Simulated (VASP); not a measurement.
Data:

```xyz
4
Lattice="1.2249 -2.1215 0.0000 1.2249 2.1215 0.0000 0.0000 0.0000 6.2232" Properties=species:S:1:pos:R:3 pbc="T T T"
C      0.0000     0.0000     1.5558
C      0.0000     0.0000     4.6674
C      1.2249     0.7072     1.5558
C      1.2249    -0.7072     4.6674
```

All values below come from PBEsol GGA, VASP's PBE PAW potentials (set 64) (plane waves; VASP 6.6.1). Numerical set-up: 620 eV cut-off, 10×10×4 Γ-centred mesh, Gaussian smearing of 0.050 eV, potentials C.

Without a dispersion term in the relaxation, distances and binding between the weakly bound layers, chains or molecules are unreliable, and so is what depends on them.

Q: Predict the energy per atom (σ→0), pressure.

A: 
energy per atom (σ→0): -9.633 eV/atom
pressure: 5.03 GPa

The compound is C in the graphite structure. It was relaxed first under an external pressure of 5 GPa.
